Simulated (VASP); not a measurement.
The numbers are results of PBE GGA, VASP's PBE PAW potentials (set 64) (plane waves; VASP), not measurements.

VASP input:

File KPOINTS:
```
kpoints
0
Gamma
  11 11 11
```

INCAR:
```
ALGO=Normal
EDIFF=1E-7   # SCF stop (eV)
ISMEAR=-5
PREC=Accurate
LCHARG=T
ENCUT=520
LORBIT=11   # lm-projected
ISIF=2   # forces and stress, cell fixed
GGA=PE
LWAVE=F
NELM=100
LASPH=T
NEDOS=601   # DOS grid
SYSTEM=Li2O
LREAL=F   # projection in real space or not
```

### POSCAR
```
Li2O
1
    0.0000000000     2.3118198071     2.3118198071
    2.3118198071     0.0000000000     2.3118198071
    2.3118198071     2.3118198071     0.0000000000
Li O
2 1
Direct
  0.2500000000   0.2500000000   0.2500000000
  0.7500000000   0.7500000000   0.7500000000
  0.0000000000   0.0000000000   1.0000000000
```

POTCAR, in this order: Li_sv O (PBE.64 set). Program: vasp_std.

What will the output report for the number of irreducible k-points (NKPTS), largest plane-wave count, number of space-group operations, FFT grid (NGX, NGY, NGZ)?

- number of irreducible k-points (NKPTS) = 56
- largest plane-wave count = 675
- number of space-group operations = 48
- FFT grid (NGX, NGY, NGZ) = 24 × 24 × 24

The compound is Li2O in the antifluorite structure. It was relaxed first.
